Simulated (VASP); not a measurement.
## TbCu2S2 under changes of volume

One of the cells (16.909 Å³/atom); the others are scaled copies at fixed shape and fractional positions:

```
Tb Cu S
1.0
     3.92742    0.00000    0.00000
    -1.96371    3.40124    0.00000
     0.00000    0.00000    6.32912
Tb Cu S
1 2 2
Direct
  0.00000 0.00000 0.00000
  0.33333 0.66667 0.32851
  0.66667 0.33333 0.67149
  0.33333 0.66667 0.72949
  0.66667 0.33333 0.27051
```

The cell comes from a database or a generator and needn't be the stable form of this composition.

* Program: VASP 6.6.1
* Functional: PBE
* Potentials or basis: VASP PAW PBE potentials, release 64 (Tb, Cu, S)
* Cutoff: 520 eV
* k mesh: 8 × 8 × 4
* Occupations: fermi-dirac, width 0.05 eV
* Spin: collinear spin, ferromagnetic start
* Starting moments: [6.0, 0.6, 0.6, 0.0, 0.0] μB

```csv
volume (Å³/atom),energy over the lowest point (meV/atom),pressure (GPa),moment (μB per cell),largest force (eV/Å)
16.219,30.35,7.9,5.50,0.324
16.564,15.99,5.5,5.49,0.282
16.909,6.44,3.5,5.49,0.242
17.599,0.00,-0.1,5.48,0.171
17.944,?,?,?,?
```

What does the run at 17.944 Å³/atom give?

Energy over the lowest point 2.21 meV/atom; pressure -1.8 GPa; moment 5.48 μB per cell; largest force 0.140 eV/Å.

Worked out: A Birch-Murnaghan fit of order 2 (a polynomial in V^(-2/3)) to the other rows has its minimum at 17.54 Å³/atom with B0 = V·E''(V) = 86 GPa at fixed shape and positions, which overstates the stiffness. It gives 2.33 meV/atom at 17.944 Å³/atom, against the run's 2.21, and -dE/dV = -1.9 GPa, against -1.8. A straight line through the other rows of the moment, of slope -0.0133 μB per Å³/atom, extrapolates to 5.48 μB, against the run's 5.48.

Energies are extrapolated to zero smearing.

Caveats: the magnetic or orbital state may not be the lowest; without U or exact exchange the open f shell lies at the Fermi level, which spoils levels, moments and volumes.
